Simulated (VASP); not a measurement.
**MnS (relaxed from the wurtzite structure, space group P6_3mc): computed properties**

The numbers are results of r2SCAN meta-GGA, VASP's PBE PAW potentials (set 64) (plane waves; VASP), not measurements.

- space group: P6_3mc (186)
- cell: a = 3.991 Å, b = 3.991 Å, c = 6.485 Å, α = 90.00°, β = 90.00°, γ = 120.00°
- volume per atom: 22.37 Å³/atom
- band gap (over mesh and band path): 0.86 eV
- smallest direct gap (over mesh and band path): 1.34 eV
- cell moment: 10.00 μB
- band-edge character: indirect, Γ to Γ-M at 0.80
- density: 3.23 g/cm³

```
CELL_PARAMETERS angstrom
      3.99142     0.00000     0.00000
     -1.99571     3.45667     0.00000
      0.00000     0.00000     6.48477
ATOMIC_POSITIONS crystal
  Mn 0.33333 0.66667 0.99924
  Mn 0.66667 0.33333 0.49924
  S  0.33333 0.66667 0.37576
  S  0.66667 0.33333 0.87576
```
Starting moments (μB, in the order of the record's atoms Mn Mn S S): 4.5 4.5 0.1 0.1.

The path is coarsely sampled, so an indirect gap can come out somewhat too large. The moments were started parallel, and other spin orders were not tried in this run.

The structure was generated: MnS was put into the wurtzite type (P6_3mc), which need not be its known phase. It was relaxed first. Symmetry was kept, so distortions that lower it aren't found.
